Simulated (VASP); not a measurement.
ZrTaO4, 6 atoms in the cell. Symmetry: P6/mmm, No. 191, hexagonal system. Conventional cell: a = 3.438 Å, b = 3.438 Å, c = 7.513 Å, α = 90.00°, β = 90.00°, γ = 120.00°. Zr (site symmetry 6/mmm) has 2 O at 2.21 Å as nearest neighbours. Around Ta (site symmetry 6/mmm) lie 2 O at 1.55 Å. Around O (site symmetry -6m2) lie 3 O at 1.99 Å and 3 Ta at 1.99 Å. O (site symmetry 6mm) has 1 Ta at 1.55 Å as nearest neighbours. The cell was built by a generator and needn't be a form met in nature.

| Property | Result |
| --- | --- |
| Program | VASP 6.6.1 |
| Task | relaxation of cell and atoms |
| Functional | PBE |
| Potentials or basis | VASP PAW PBE potentials, release 64 (Zr_sv, Ta_pv, O) |
| Cutoff | 520 eV |
| k mesh | 5 × 5 × 2 |
| Occupations | gaussian, width 0.15 eV |
| Spin | no spin polarisation |
| Further INCAR settings | PREC = Normal; ALGO = Fast; EDIFF = 0.0001; IBRION = 2; EDIFFG = -0.08; NSW = 24; ISIF = 3 |

Potentials or basis: VASP PAW PBE potentials, release 64 (Zr_sv, Ta_pv, O).

Launch:

```sh
$ cat potpaw_PBE.64/Zr_sv/POTCAR potpaw_PBE.64/Ta_pv/POTCAR potpaw_PBE.64/O/POTCAR > POTCAR
$ mpirun -np 1 vasp_std > vasp.out
```

Hardware: 1 thread of Intel(R) Xeon(R) Platinum 8259CL CPU @ 2.50GHz (Skylake/Cascade Lake) (shared host).

Question: How long does it take, and how much memory?

Answer: It took 5.5 min on 1 thread of Intel(R) Xeon(R) Platinum 8259CL CPU @ 2.50GHz (Skylake/Cascade Lake) (shared host), peak memory 0.16 GiB. Counts: scf iterations 298, k points 10, ion steps 17.
